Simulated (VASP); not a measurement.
Given:

```
InSb
1.0
    0.00000     3.35761     3.35761
    3.35761     0.00000     3.35761
    3.35761     3.35761     0.00000
In Sb
1 1
Direct
  0.00000   0.00000   0.00000
  0.25000   0.25000   0.25000
```

Level of theory: rev-vdW-DF2, VASP's PBE PAW potentials (set 64) (plane waves; VASP). Run with 520 eV cut-off, 10×10×10 Γ-centred mesh, first-order Methfessel-Paxton smearing of 0.10 eV, potentials In_d Sb.

Unless said otherwise, spin-orbit coupling is left out, though it shifts the bands of the heavy elements here.

Task: Predict the energy per atom (σ→0), pressure, band gap (on the k-mesh) with the smallest direct gap where there is one.

Result: 
* **band gap (on the k-mesh)**: none (metal, semimetal or under 0.01 eV)
* **energy per atom (σ→0)**: -1.175 eV/atom
* **pressure**: -1.95 GPa

Only differences to runs with the same potentials and settings are physical.

The compound is InSb in the zinc blende structure. This cell is one point of a volume scan, at 1.06 of the reference volume.
